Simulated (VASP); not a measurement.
Runs of VASP 6.6.1 on OInClH2. The cell holds a molecule in a box, 5 atoms: a = 13.000 Å, b = 13.000 Å, c = 11.000 Å, α = 90.00°, β = 90.00°, γ = 90.00°. 

```csv
task,level,grid for exact exchange (PRECFOCK),exchange at q = 0,gap on the mesh (eV),largest force (eV/Å)
atomic charges,PBE+TS,-,-,4.89,0.68
electron localisation function,PBE,-,-,4.89,0.68
single point,PBE,-,-,4.89,0.68
single point,PBE0+D4,Fast,default,(a),0.11
```

Alike in all rows: potentials or basis VASP PAW PBE potentials, release 64 (O, In_d, Cl, H); no spin polarisation; cell as given; k mesh 1 × 1 × 1; cutoff (eV) 520; smearing gaussian 0.01 eV.

**Question.** Fill in the values left out.

**Answer.** (a) 7.14.

Caveats: spin-orbit coupling is left out, which moves the levels of the heavy elements; the PAW data sets were made with another functional, which shifts forces and pressure a little (some runs).

A k mesh can miss the band edges, and the runs leave out spin-orbit coupling on In.

Not every run made on this cell is shown here.
